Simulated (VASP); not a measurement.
Computed with PBEsol GGA, VASP's PBE PAW potentials (set 64) (plane waves; VASP).

VASP input:

File KPOINTS:
```
Regular mesh
0
G
 12 10 1
```

**POSCAR**
```
ZrB2
52.11640
  0.0607777974   0.0000000000   0.0000000000
  0.0000000000   0.0681626129   0.0000000000
  0.0000000000   0.0000000000   0.5000000000
Zr B
4 8
Cart
  0.0458078612   0.0002114404   0.1709845000
  0.0148481982   0.0001648854   0.2234790000
  0.0454002853   0.0000536440   0.2765180000
  0.0149252645  -0.0001532977   0.3293890000
  0.0151587120   0.0339301218   0.1888010000
  0.0151233393   0.0336526318   0.1535845000
  0.0457910866   0.0339997158   0.2407855000
  0.0455594624   0.0345546958   0.2059945000
  0.0154643028   0.0338017034   0.2939375000
  0.0156186784   0.0337198401   0.2582885000
  0.0461279171   0.0341872993   0.3468420000
  0.0448417374   0.0345277034   0.3113885000
```

**INCAR**
```
SYSTEM=ZrB2
PREC=Accurate; ENCUT=400; LREAL=F
LASPH=T
EDIFF=1E-6; NELM=100; ALGO=Normal
LMAXMIX=4
ISMEAR=1; SIGMA=0.05
GGA=PS
ISIF=2
LWAVE=F; LCHARG=F
```

POTCAR, in this order: Zr_sv B (PBE.64 set). Program: vasp_std.

The cell holds a wide vacuum, so values per volume refer to the whole cell. Gaps are read on the run's mesh, which can miss a band edge.

Task: Predict the energy per atom (σ→0), largest force, band gap (on the k-mesh).

Result: 
The energy per atom (σ→0) comes out as -8.240 eV/atom and the band gap (on the k-mesh) comes out as none (metal, semimetal or under 0.01 eV). The largest force is 1.797 eV/Å.

OSZICAR:
```
...
DAV:  21    -0.988822206210E+02   -0.19777E-04   -0.56047E-06  4466   0.791E-03    0.178E-03
DAV:  22    -0.988822572933E+02   -0.36672E-04   -0.12910E-06  4223   0.397E-03    0.160E-03
DAV:  23    -0.988822785807E+02   -0.21287E-04   -0.92959E-07  4164   0.378E-03    0.828E-04
DAV:  24    -0.988822987913E+02   -0.20211E-04   -0.14113E-06  4324   0.255E-03    0.788E-04
DAV:  25    -0.988823038748E+02   -0.50836E-05   -0.22473E-07  3544   0.162E-03    0.181E-04
DAV:  26    -0.988823057053E+02   -0.18305E-05   -0.74571E-08  3161   0.718E-04    0.112E-04
DAV:  27    -0.988823065670E+02   -0.86165E-06   -0.48009E-08  3174   0.591E-04
   1 F= -.98882307E+02 E0= -.98882292E+02  d E =-.422565E-04
```

The cell is a sheet with vacuum, built from a database entry that may be metastable or hypothetical.
